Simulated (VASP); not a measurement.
```yaml
crystal:
  lattice:
    - [0.00000, 2.12457, 2.12457]
    - [2.12457, 0.00000, 2.12457]
    - [2.12457, 2.12457, 0.00000]
  atoms:
    - { symbol: Ti, position: [0.00000, 0.00000, 0.00000] }
    - { symbol: N, position: [0.50000, 0.50000, 0.50000] }
```

Calculation: PBE GGA, VASP's PBE PAW potentials (set 64) (plane waves; VASP). Run with PREC = Normal, EDIFF = 1E-5, 450 eV cut-off, 17×17×17 Γ-centred mesh, first-order Methfessel-Paxton smearing of 0.10 eV, potentials Ti_sv N.

At this cut-off the stress carries a Pulay error, which pulls relaxed volumes low.

**Question.** Give the stress tensor in GPa (positive for a compressed cell).

**Answer.** 
```
-1.61   0.00   0.00
 0.00  -1.61   0.00
 0.00   0.00  -1.61
```
The pressure is its mean diagonal, -1.61 GPa.

The compound is TiN in the rock salt structure. It was relaxed first. The electron count is odd and the run is not spin-polarised, which forces a metal.
